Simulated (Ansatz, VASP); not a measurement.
# BiIr in VASP and in Ansatz

```
CELL_PARAMETERS angstrom
-0.02813 2.81287 2.81287
2.78474 0.00000 2.78474
2.81287 2.81287 -0.02813
ATOMIC_POSITIONS crystal
Ir 0.50000 0.50000 0.50000
Bi 0.00000 0.00000 0.00000
```

Change from the starting cell: strain e5 = -0.02, atoms carried along.

Alike in both runs: task single point; functional PBE; k mesh 10 × 10 × 10; occupations gaussian, width 0.05 eV; no spin polarisation.

|  | VASP | Ansatz |
| --- | --- | --- |
| version | VASP 6.6.1 | Ansatz 0.2.0 |
| potentials or method | VASP PAW PBE potentials, release 64 (Ir, Bi_d) | scalar-relativistic, plane waves, PAW |
| plane-wave cutoff (eV) | 520 | 420 |
| valence electrons in the cell | 24 | 32 |

|  | VASP | Ansatz | Ansatz less VASP |
| --- | --- | --- | --- |
| gap on the k mesh at the Fermi level (eV) | none | none | - |
| pressure (GPa) | 0.1 | 0.0 | -0.09 |
| largest component of the traceless stress (GPa) | 0.23 | 0.23 | -0.003 |

A gap of «none» marks a metal or a gap that the smearing closes. The two sets of potentials don't hold the same shells in valence.

Caveats: spin-orbit coupling is left out, which moves the levels of the heavy elements.
